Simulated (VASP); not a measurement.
# Titanium with optB86b-vdW: from relaxation to properties, part 3 of 4

Wanted: the relaxed cell of Titanium and its properties. Left out of this account: 1 further run (phonons: it ended without a result to show). This is not the structure that Ti takes at ambient conditions. The start is a cell from a database of measured crystal structures.

VASP 6.6.1; optB86b-vdW; plane waves and PAW (Ti_sv).

So far. Step 5 (Band structure (optB86b-vdW)): There is no gap at this level. Step 5 (Band structure (optB86b-vdW)): Of the bands kept, 2 cross the Fermi level on this path. The relaxed cell has a = 3.216 Å (conventional setting).

### 6. Total and projected DOS (optB86b-vdW)

Here the states are counted by energy and projected on the atoms. The mesh is finer than in the run before.

The input, INCAR:

```
SYSTEM = Ti
PREC = Accurate
ENCUT = 400
EDIFF = 1E-06
NELM = 100
ISMEAR = -5
SIGMA = 0.2
LREAL = .FALSE.
ALGO = Normal
GGA = MK
AGGAC = 0
LUSE_VDW = .TRUE.
PARAM1 = 0.1234
PARAM2 = 1
LASPH = .TRUE.
NBANDS = 17
LORBIT = 11
LWAVE = .FALSE.
LCHARG = .FALSE.
KPAR = 2
NEDOS = 2001
```

The input, POSCAR:

```
Ti
1.0
   -1.6077865690      1.6077865690      1.6077865690
    1.6077865690     -1.6077865690      1.6077865690
    1.6077865690      1.6077865690     -1.6077865690
Ti
1
Direct
    0.0000000000      0.0000000000      0.0000000000
```

The input, KPOINTS:

```
Automatic mesh
0
Gamma
14 14 14
0 0 0
```

PAW data sets: Ti_sv (PBE family, release 64).

Launch:

```
> mpirun -np 2 vasp_std
```

Output:

```text
[... set-up lines as in an earlier step ...]
 entering main loop
       N       E                     dE             d eps       ncg     rms          rms(c)
DAV:   1     0.832208697266E+02    0.83221E+02   -0.49334E+03  3600   0.733E+02
DAV:   2    -0.262454625932E+01   -0.85845E+02   -0.82379E+02  3785   0.211E+02
DAV:   3    -0.582388038154E+01   -0.31993E+01   -0.31811E+01  4084   0.443E+01
DAV:   4    -0.586616555904E+01   -0.42285E-01   -0.42286E-01  4124   0.487E+00
DAV:   5    -0.586671964013E+01   -0.55408E-03   -0.55409E-03  4063   0.492E-01    0.866E+00
DAV:   6    -0.492407765550E+01    0.94264E+00   -0.10893E+00  3699   0.148E+01    0.218E+00
DAV:   7    -0.491810100424E+01    0.59767E-02   -0.87052E-02  4503   0.230E+00    0.131E+00
DAV:   8    -0.492736022970E+01   -0.92592E-02   -0.43773E-02  3631   0.211E+00    0.258E-01
DAV:   9    -0.492630509376E+01    0.10551E-02   -0.30616E-03  4335   0.639E-01    0.748E-02
DAV:  10    -0.492642383192E+01   -0.11874E-03   -0.22088E-04  3811   0.104E-01    0.127E-02
DAV:  11    -0.492642350010E+01    0.33181E-06   -0.14311E-05  4224   0.254E-02    0.606E-03
DAV:  12    -0.492642372099E+01   -0.22088E-06   -0.83543E-07  3979   0.104E-02
   1 F= -.49264237E+01 E0= -.49264237E+01  d E =0.000000E+00
 -----------------------------------------------------------------------------
|                                                                             |
|           W    W    AA    RRRRR   N    N  II  N    N   GGGG   !!!           |
|           W    W   A  A   R    R  NN   N  II  NN   N  G    G  !!!           |
|           W    W  A    A  R    R  N N  N  II  N N  N  G       !!!           |
|           W WW W  AAAAAA  RRRRR   N  N N  II  N  N N  G  GGG   !            |
|           WW  WW  A    A  R   R   N   NN  II  N   NN  G    G                |
|           W    W  A    A  R    R  N    N  II  N    N   GGGG   !!!           |
|                                                                             |
|     Tetrahedron method does not include variations of the Fermi             |
|     occupations, so forces and stress will be inaccurate. We suggest        |
|     using a different smearing scheme ISMEAR = 1 or 2 for metals in         |
|     relaxations.                                                            |
|                                                                             |
 -----------------------------------------------------------------------------
```

It took 15 s on 2 MPI ranks of Intel Xeon Platinum 8375C at 2.90GHz (Ice Lake), shared host; peak memory 0.44 GiB.

OUTCAR, selected parts (step 6):

```text
   k-points           NKPTS =    104   k-points in BZ     NKDIM =    104   number of bands    NBANDS=     17

   NELECT =      12.0000    total number of electrons

 E-fermi :   8.4576

 k-point     1 :       0.0000    0.0000    0.0000
  band No.  band energies     occupation
      1     -47.8050      2.00000
      2     -23.7230      2.00000
      3     -23.7230      2.00000
      4     -23.7230      2.00000
      5       2.5231      2.00000
      6       9.4659      0.00000
      7       9.4659      0.00000
      8       9.4659      0.00000
      9      11.3149      0.00000
     10      11.3149      0.00000
    ...

Total vdW correction in eV:      1.9323382

  Total        0.0092765      0.0092765      0.0092765      0.0000000      0.0000000     -0.0000000
  in kB        0.8940293      0.8940293      0.8940293      0.0000000      0.0000000     -0.0000000
  external PRESSURE =       0.8940293 kB  Pullay stress =       0.0000000 kB

 POSITION                                       TOTAL-FORCE (eV/Angst)
 -----------------------------------------------------------------------------------
      0.00000      0.00000      0.00000         0.000000      0.000000     -0.000000
 -----------------------------------------------------------------------------------
    total drift:                                0.000000      0.000000      0.000000

  FREE ENERGIE OF THE ION-ELECTRON SYSTEM (eV)
  ---------------------------------------------------
  free  energy   TOTEN  =        -4.9264237210 eV

  energy  without entropy=       -4.9264237210  energy(sigma->0) =       -4.92642372

Total vdW correction in eV:      1.9323606

[... 7 parts as in an earlier step ...]

[... 9 further parts left out ...]
```

With tetrahedra the forces and stress of a metal are not exact derivatives of the energy.

Numbers from this step:

```yaml
irreducible_k_points: 104
fermi_energy: 8.458 eV
pressure: 0.08940 GPa
dos_at_the_fermi_level: 1.875 states/eV/cell
```

The density of states has structure finer than the step of the table below, so its rows give means over 0.5 eV, whole bins alone (the curve runs from -12.0 to 7.93 eV). Peaks (eV: height): total -1.66: 1.72, -0.63: 2.54, 0.30: 2.74, 3.29: 4.80; Ti d -1.66: 0.874, 0.30: 1.74, 3.29: 4.39; Ti p -1.66: 0.0841, -0.63: 0.142, 0.30: 0.190, 6.49: 0.0519; Ti s -2.38: 0.110, 0.30: 0.0165, 3.29: 0.0268.

States under -12.0 eV and over 7.9 eV are left out. The density of states by energy, zero at the Fermi level; means over each step; values in states/eV/cell:

```csv
energy (eV),total,Ti d,Ti p,Ti s
-6.5,0,0,0,0
-6.0,0.00512,0,2.7e-5,0.00173
-5.5,0.0520,7.8e-5,0.00103,0.0171
-5.0,0.0897,7.8e-4,0.00330,0.0280
-4.5,0.125,0.00265,0.00666,0.0364
-4.0,0.167,0.00734,0.0112,0.0449
-3.5,0.225,0.0187,0.0174,0.0539
-3.0,0.330,0.0518,0.0261,0.0664
-2.5,0.693,0.221,0.0393,0.0974
-2.0,1.16,0.518,0.0585,0.0905
-1.5,1.20,0.625,0.0590,0.0512
-1.0,0.640,0.368,0.0349,0.00892
-0.5,2.19,1.43,0.111,0.00515
0.0,2.18,1.39,0.143,0.0102
0.5,1.88,1.26,0.116,0.00933
1.0,0.696,0.502,0.0352,0.00311
1.5,0.434,0.357,0.00794,0.00157
2.0,1.12,0.936,0.0168,0.00638
2.5,2.09,1.83,0.0196,0.00906
3.0,2.77,2.53,0.0156,0.00903
3.5,2.29,2.06,0.0359,0.0192
4.0,1.06,0.937,0.0270,0.0134
4.5,0.538,0.427,0.0322,0.0125
5.0,0.461,0.331,0.0423,0.0124
5.5,0.401,0.260,0.0483,0.0118
6.0,0.352,0.210,0.0509,0.0105
6.5,0.302,0.164,0.0513,0.00895
7.0,0.250,0.123,0.0480,0.00709
7.5,0.187,0.0823,0.0408,0.00487
```

The finer mesh and the other smearing move the Fermi level by -0.00 eV from the 10×10×10 run, a small shift, which tests the Fermi level alone. Of the states within 0.3 eV of the Fermi level, the largest shares in the PAW spheres are Ti d 63 % and Ti p 7 %. The rest lies in smaller channels or between the spheres.

### 7. Elastic tensor by finite strains (optB86b-vdW)

IBRION = 6 with ISIF = 3 strains the cell both ways at fixed fractional positions, and adds the ions' share afterwards from the force constants. Stress converges slowly with the basis, so the cutoff is raised.

The input, INCAR:

```
SYSTEM = Ti
PREC = Accurate
ENCUT = 500
EDIFF = 1E-07
NELM = 100
ISMEAR = 1
SIGMA = 0.2
LREAL = .FALSE.
ALGO = Normal
GGA = MK
AGGAC = 0
LUSE_VDW = .TRUE.
PARAM1 = 0.1234
PARAM2 = 1
LASPH = .TRUE.
NBANDS = 12
LORBIT = 11
LWAVE = .FALSE.
LCHARG = .FALSE.
KPAR = 2
IBRION = 6
NFREE = 2
POTIM = 0.015
ISIF = 3
NSW = 1
```

POSCAR is that of step 6.

The input, KPOINTS:

```
Automatic mesh
0
Gamma
31 31 31
0 0 0
```

Launch:

```
> mpirun -np 2 vasp_std
```

Output:

```text
[... set-up lines as in an earlier step ...]
 entering main loop
       N       E                     dE             d eps       ncg     rms          rms(c)
DAV:   1     0.882041845030E+02    0.88204E+02   -0.63955E+03 19644   0.118E+03
DAV:   2    -0.172245748116E+01   -0.89927E+02   -0.87515E+02 19928   0.293E+02
DAV:   3    -0.577781236454E+01   -0.40554E+01   -0.40067E+01 26772   0.639E+01
DAV:   4    -0.586449412629E+01   -0.86682E-01   -0.86575E-01 21780   0.823E+00
DAV:   5    -0.586658036695E+01   -0.20862E-02   -0.20862E-02 22964   0.114E+00    0.866E+00
DAV:   6    -0.492549349233E+01    0.94109E+00   -0.21440E+00 21284   0.211E+01    0.224E+00
DAV:   7    -0.492075343514E+01    0.47401E-02   -0.75467E-02 23252   0.305E+00    0.126E+00
DAV:   8    -0.493035257372E+01   -0.95991E-02   -0.33398E-02 20320   0.217E+00    0.984E-02
DAV:   9    -0.493075675681E+01   -0.40418E-03   -0.23875E-03 23760   0.458E-01    0.739E-02
DAV:  10    -0.493080596094E+01   -0.49204E-04   -0.20306E-04 20528   0.160E-01    0.133E-02
DAV:  11    -0.493078352955E+01    0.22431E-04   -0.21971E-05 23480   0.722E-02    0.648E-03
DAV:  12    -0.493078365380E+01   -0.12426E-06   -0.95827E-07 22060   0.126E-02    0.121E-03
DAV:  13    -0.493078408324E+01   -0.42944E-06   -0.40299E-07 23640   0.442E-03    0.166E-03
DAV:  14    -0.493078406546E+01    0.17783E-07   -0.34330E-08 12292   0.194E-03
   1 F= -.49307841E+01 E0= -.49311920E+01  d E =0.122383E-02
 Found     1 degrees of freedom:
 Adding 6 more for cell shape distortion
 Finite differences POTIM= 0.01500 DOF=   7
 bond charge predicted
       N       E                     dE             d eps       ncg     rms          rms(c)
DAV:   1    -0.498119454397E+01   -0.50410E-01   -0.13051E+00 66196   0.179E+01    0.194E+00
DAV:   2    -0.493260576519E+01    0.48589E-01   -0.14855E-01 59108   0.545E+00    0.550E-01
DAV:   3    -0.492926068248E+01    0.33451E-02   -0.15620E-02 71944   0.962E-01    0.198E-01
DAV:   4    -0.492999112909E+01   -0.73045E-03   -0.29897E-03 81152   0.418E-01    0.106E-01
DAV:   5    -0.493060618928E+01   -0.61506E-03   -0.10546E-03 72748   0.200E-01    0.462E-02
DAV:   6    -0.493064338854E+01   -0.37199E-04   -0.12121E-04 56008   0.102E-01    0.635E-03
DAV:   7    -0.493064283146E+01    0.55708E-06   -0.48815E-06 61896   0.245E-02    0.214E-03
DAV:   8    -0.493064287564E+01   -0.44185E-07   -0.27699E-07 55768   0.480E-03
   2 F= -.49306429E+01 E0= -.49310194E+01  d E =0.112972E-02
[... from here on, the cycles between the ionic steps are left out ...]
   3 F= -.49285415E+01 E0= -.49289351E+01  d E =0.118088E-02
   4 F= -.49306429E+01 E0= -.49310194E+01  d E =0.112972E-02
   5 F= -.49285415E+01 E0= -.49289352E+01  d E =0.118088E-02
   6 F= -.49306428E+01 E0= -.49310194E+01  d E =0.112972E-02
   7 F= -.49285415E+01 E0= -.49289351E+01  d E =0.118088E-02
   8 F= -.49303300E+01 E0= -.49307211E+01  d E =0.117341E-02
   9 F= -.49303303E+01 E0= -.49307214E+01  d E =0.117341E-02
  10 F= -.49303301E+01 E0= -.49307212E+01  d E =0.117341E-02
  11 F= -.49303302E+01 E0= -.49307214E+01  d E =0.117341E-02
  12 F= -.49303298E+01 E0= -.49307209E+01  d E =0.117341E-02
  13 F= -.49303302E+01 E0= -.49307214E+01  d E =0.117341E-02
  14 F= -.49307824E+01 E0= -.49311904E+01  d E =0.122384E-02
 Finite differences progress:
  Degree of freedom:   7/  7
  Displacement:        1/  2
  Total:              13/ 14
 bond charge predicted
       N       E                     dE             d eps       ncg     rms          rms(c)
DAV:   1    -0.492186176541E+01    0.89207E-02   -0.36296E+00 27272   0.474E+01    0.275E-01
DAV:   2    -0.493113569815E+01   -0.92739E-02   -0.10071E-01 19604   0.352E+00    0.168E-01
DAV:   3    -0.493078072964E+01    0.35497E-03   -0.94299E-04 23204   0.354E-01    0.109E-02
DAV:   4    -0.493078293171E+01   -0.22021E-05   -0.39714E-05 20672   0.707E-02    0.627E-03
DAV:   5    -0.493078231222E+01    0.61949E-06   -0.24056E-06 31732   0.333E-02    0.168E-03
DAV:   6    -0.493078236966E+01   -0.57443E-07   -0.42104E-07 24408   0.129E-02
  15 F= -.49307824E+01 E0= -.49311903E+01  d E =0.122384E-02
 Finite differences progress:
  Degree of freedom:   7/  7
  Displacement:        2/  2
  Total:              14/ 14
```

The job ended after 54 min (2 MPI ranks; peak memory 4.5 GiB; 1.8 h of CPU time).

OUTCAR, selected parts (step 7):

```text
   k-points           NKPTS =    816   k-points in BZ     NKDIM =    816   number of bands    NBANDS=     12

   ENCUT  =  500.0 eV  36.75 Ry    6.06 a.u.   5.08  5.08  5.08*2*pi/ulx,y,z

   NELECT =      12.0000    total number of electrons

 E-fermi :   8.4541

 k-point     1 :       0.0000    0.0000    0.0000
  band No.  band energies     occupation
      1     -47.8140      2.00000
      2     -23.7247      2.00000
      3     -23.7247      2.00000
      4     -23.7247      2.00000
      5       2.4961      2.00000
      6       9.4630     -0.00000
      7       9.4630     -0.00000
      8       9.4630     -0.00000
      9      11.3126     -0.00000
     10      11.3126     -0.00000
    ...

Total vdW correction in eV:      1.9328580

  Total        0.0681156      0.0681156      0.0681156     -0.0000000      0.0000000      0.0000000
  in kB        6.5646600      6.5646600      6.5646600     -0.0000000      0.0000000      0.0000000
  external PRESSURE =       6.5646600 kB  Pullay stress =       0.0000000 kB

 POSITION                                       TOTAL-FORCE (eV/Angst)
 -----------------------------------------------------------------------------------
     -0.01500      0.00000      0.00000        -0.000000     -0.000000     -0.000000
 -----------------------------------------------------------------------------------
    total drift:                               -0.002563      0.000000      0.000000

  FREE ENERGIE OF THE ION-ELECTRON SYSTEM (eV)
  ---------------------------------------------------
  free  energy   TOTEN  =        -4.9307823697 eV

  energy  without entropy=       -4.9320062110  energy(sigma->0) =       -4.93119032

Total vdW correction in eV:      1.9328573

  SYMMETRIZED ELASTIC MODULI (kBar)
 Direction    XX          YY          ZZ          XY          YZ          ZX
 --------------------------------------------------------------------------------
 XX        1014.4725   1195.4216   1195.4216      0.0000      0.0000     -0.0000
 YY        1195.4216   1014.4725   1195.4216      0.0000     -0.0000      0.0000
 ZZ        1195.4216   1195.4216   1014.4725      0.0000      0.0000      0.0000
 XY           0.0000      0.0000      0.0000    393.0248     -0.0000     -0.0000
 YZ           0.0000     -0.0000      0.0000     -0.0000    393.0248     -0.0000
 ZX          -0.0000      0.0000      0.0000     -0.0000     -0.0000    393.0248
 --------------------------------------------------------------------------------

 Eigenvectors and eigenvalues of the dynamical matrix
 ----------------------------------------------------

   1 f/i=    0.000000 THz     0.000000 2PiTHz    0.000000 cm-1     0.000000 meV
             X         Y         Z           dx          dy          dz
      0.000000  0.000000  0.000000     0.759257   -0.650791    0.000000

   2 f/i=    0.000000 THz     0.000000 2PiTHz    0.000000 cm-1     0.000000 meV
             X         Y         Z           dx          dy          dz
      0.000000  0.000000  0.000000    -0.650791   -0.759257    0.000000

   3 f/i=    0.000000 THz     0.000000 2PiTHz    0.000000 cm-1     0.000000 meV
             X         Y         Z           dx          dy          dz
      0.000000  0.000000  0.000000     0.000000    0.000000    1.000000

 ELASTIC MODULI CONTR FROM IONIC RELAXATION (kBar)
 Direction    XX          YY          ZZ          XY          YZ          ZX
 --------------------------------------------------------------------------------
 XX           0.0000      0.0000      0.0000      0.0000      0.0000      0.0000
 YY           0.0000      0.0000      0.0000      0.0000      0.0000      0.0000
 ZZ           0.0000      0.0000      0.0000      0.0000      0.0000      0.0000
 XY           0.0000      0.0000      0.0000      0.0000      0.0000      0.0000
 YZ           0.0000      0.0000      0.0000      0.0000      0.0000      0.0000
 ZX           0.0000      0.0000      0.0000      0.0000      0.0000      0.0000
 --------------------------------------------------------------------------------

 TOTAL ELASTIC MODULI (kBar)
 Direction    XX          YY          ZZ          XY          YZ          ZX
 --------------------------------------------------------------------------------
 XX        1014.4725   1195.4216   1195.4216      0.0000      0.0000     -0.0000
 YY        1195.4216   1014.4725   1195.4216      0.0000     -0.0000      0.0000
 ZZ        1195.4216   1195.4216   1014.4725      0.0000      0.0000      0.0000
 XY           0.0000      0.0000      0.0000    393.0248     -0.0000     -0.0000
 YZ           0.0000     -0.0000      0.0000     -0.0000    393.0248     -0.0000
 ZX          -0.0000      0.0000      0.0000     -0.0000     -0.0000    393.0248
 --------------------------------------------------------------------------------

[... 4 parts as in an earlier step ...]

[... 11 further parts left out ...]
```

The last energy, forces, stress and levels in OUTCAR belong to the last displaced cell, not to the cell of POSCAR.

This step gave:

| Quantity | Value |
| --- | --- |
| bands | 12 |
| irreducible k points | 816 |
| pressure of the cell | 0.6570 GPa |
| largest force of the cell | 0 eV/Å |
| mechanically stable | no |
| bulk modulus (Voigt) | 113.5 GPa |
| shear modulus (Voigt) | 19.96 GPa |

(Continued in part 4 of 4.)

[Lines on the potential files, build, host, timing and source positions are cut from VASP's logs without a mark.]

[Logs are printed without paths, hosts, clocks, repeated set-up lines and the standing remarks that a program may print on its own settings, such as how far it seeks lower states.]

[Hosts, paths, dates, database ids (printed as entryN), source tags and the programs' standing remarks are cut or masked in the printed files.]

[A measured line is paired with the nearest computed mode of its activity, which favours agreement.]
